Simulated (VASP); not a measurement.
Input:

```yaml
crystal:
  lattice:
    - [-3.23718, 3.23718, 6.33273]
    - [3.23718, -3.23718, 6.33273]
    - [3.23718, 3.23718, -6.33273]
  atoms:
    - { symbol: Rb, position: [0.75000, 0.25000, 0.50000] }
    - { symbol: Rb, position: [0.25000, 0.75000, 0.50000] }
    - { symbol: Rb, position: [0.50000, 0.50000, 0.00000] }
    - { symbol: Li, position: [0.00000, 0.00000, 0.00000] }
```

Level of theory: PBEsol GGA with spin-orbit coupling, VASP's PBE PAW potentials (set 64) (plane waves; VASP). Settings: 520 eV cut-off, 6×6×6 Γ-centred mesh, Gaussian smearing of 0.050 eV, potentials Rb_sv Li_sv.

Question: Give the energies of bands 27 to 37 at the high-symmetry points, in eV from the Fermi level.

Answer: 
| band | Γ | X | P | N | M | S | R |
|---|---|---|---|---|---|---|---|
| 27 | -2.26 | -0.48 | -0.46 | -1.00 | -1.19 | -0.81 | -0.53 |
| 28 | -2.26 | -0.48 | -0.46 | -1.00 | -1.19 | -0.81 | -0.53 |
| 29 | 0.81 | -0.35 | -0.11 | -0.97 | -1.18 | -0.64 | -0.22 |
| 30 | 0.81 | -0.35 | -0.11 | -0.97 | -1.18 | -0.64 | -0.22 |
| 31 | 0.87 | 0.29 | -0.09 | 0.48 | 0.55 | -0.61 | -0.11 |
| 32 | 0.87 | 0.29 | -0.09 | 0.48 | 0.55 | -0.61 | -0.11 |
| 33 | 1.28 | 0.53 | 0.16 | 0.99 | 1.16 | 1.23 | -0.02 |
| 34 | 1.28 | 0.53 | 0.16 | 0.99 | 1.16 | 1.23 | -0.02 |
| 35 | 1.30 | 0.64 | 1.06 | 1.30 | 1.42 | 1.34 | 1.13 |
| 36 | 1.30 | 0.64 | 1.06 | 1.30 | 1.42 | 1.34 | 1.13 |
| 37 | 1.85 | 0.74 | 1.56 | 1.77 | 1.44 | 2.00 | 1.46 |

It has no gap at this level: it comes out as a metal or semimetal.

The structure comes from a computed database's Rb3Li entry (I4/mmm); how it stands against other phases isn't given here. It was relaxed first.
